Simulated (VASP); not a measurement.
Write the native input for VASP 6.6.1 that does the following.

* Task: single point
* Functional: PBE
* Potentials or basis: VASP PAW PBE potentials, release 64 (Se, Zn, Ca_sv)
* Cutoff: 520 eV
* k mesh: 4 × 4 × 4
* Occupations: fermi-dirac, width 0.05 eV
* Spin: no spin polarisation
* Further INCAR settings: ALGO = Normal; EDIFF = 1e-07; NBANDS = 43

The structure of Ca3ZnSe4 lies in POSCAR:

```
Ca3ZnSe4
1.0
    6.3818350000      0.0000000000      0.0000000000
    0.0000000000      6.3818350000      0.0000000000
    0.0000000000      0.0000000000      6.3818350000
Se Zn Ca
4 1 3
Direct
    0.2298150000      0.2265690000      0.2316180000
    0.2326770000      0.7614510000      0.7692750000
    0.7736180000      0.2290860000      0.7626450000
    0.7705000000      0.7685560000      0.2237270000
    0.0066630000      0.0042530000     -0.0054000000
    0.4978680000      0.0044190000      0.4977190000
    0.4993250000      0.4951430000      0.0117470000
   -0.0063750000      0.4998940000      0.4956570000
```

The cell comes from a database or a generator and needn't be the stable form of this composition.

The cell isn't the ideal one: atoms moved at random, drawn with an rms of 0.05 Å.

These files were run (other wordings do the same):

INCAR

```
PREC     = Accurate       # precision mode
ENCUT    = 520            # plane-wave cutoff, eV
EDIFF    = 1E-7           # SCF threshold, eV
ISMEAR   = -1             # smearing method
SIGMA    = 0.05           # smearing width, eV
LREAL    = F              # projectors in reciprocal space
LASPH    = T              # aspherical terms in the spheres
NELM     = 80             # most SCF steps
ALGO     = Normal         # electronic algorithm
ISIF     = 2              # what is computed and relaxed
LWAVE    = F              # write WAVECAR
LCHARG   = F              # write CHGCAR
GGA      = PE             # functional
NBANDS   = 43             # bands
```

KPOINTS

```
regular mesh
0
Gamma
  4 4 4
```

Potentials or basis: VASP PAW PBE potentials, release 64 (Se, Zn, Ca_sv).

Run with:

```bash
$ cat potpaw_PBE.64/Se/POTCAR potpaw_PBE.64/Zn/POTCAR potpaw_PBE.64/Ca_sv/POTCAR > POTCAR
$ mpirun -np 1 vasp_std > vasp.out
```

Results of the run:

The pressure is 0.0 GPa. The largest force is 0.392 eV/Å and the band gap on the k mesh is 2.00 eV, indirect (least direct gap 2.05 eV).

Run time: 8.3 min on 1 thread of Intel(R) Xeon(R) Platinum 8488C (Sapphire Rapids), on a shared host, peak memory 0.55 GiB.
